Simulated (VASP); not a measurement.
Calculation: rev-vdW-DF2, VASP's PBE PAW potentials (set 64) (plane waves; VASP 6.6.1).

VASP input:

KPOINTS:
```
Regular mesh
0
G
 9 9 9
```

**POSCAR**
```
SrO
1
    0.0000000000     2.6329289954     2.6329289954
    2.6329289954     0.0000000000     2.6329289954
    2.6329289954     2.6329289954     0.0000000000
Sr O
1 1
Direct
  0.0000000000   0.0000000000   0.0000000000
  0.5000000000   0.5000000000   0.5000000000
```

### INCAR
```
# general
SYSTEM    =  SrO
PREC      =  Accurate
ENCUT     =  520
LREAL     =  F
LASPH     =  T   # aspherical one-centre terms

# electronic loop
EDIFF     =  1E-7
NELM      =  100   # most electronic steps
ALGO      =  Normal
LMAXMIX   =  4   # l cut-off of mixed one-centre charges

# smearing
ISMEAR    =  0
SIGMA     =  0.05

# functional
GGA       =  MK
LUSE_VDW  =  T
AGGAC     =  0.0
PARAM1    =  0.1234568
PARAM2    =  0.7114
ZAB_VDW   =  -1.8867

# ions
ISIF      =  2

# output
LWAVE     =  F
LCHARG    =  F
```

POTCAR, in this order: Sr_sv O (PBE.64 set). Program: vasp_std.

Problem. What will the output report for the number of irreducible k-points (NKPTS), largest plane-wave count, number of space-group operations, FFT grid (NGX, NGY, NGZ)?

Solution. 
The number of irreducible k-points (NKPTS) is 35, the largest plane-wave count is 1002 and the number of space-group operations is 48. The FFT grid (NGX, NGY, NGZ) is 28 × 28 × 28.

The compound is SrO in the rock salt structure. This cell is one point of a volume scan, at 1.06 of the reference volume.
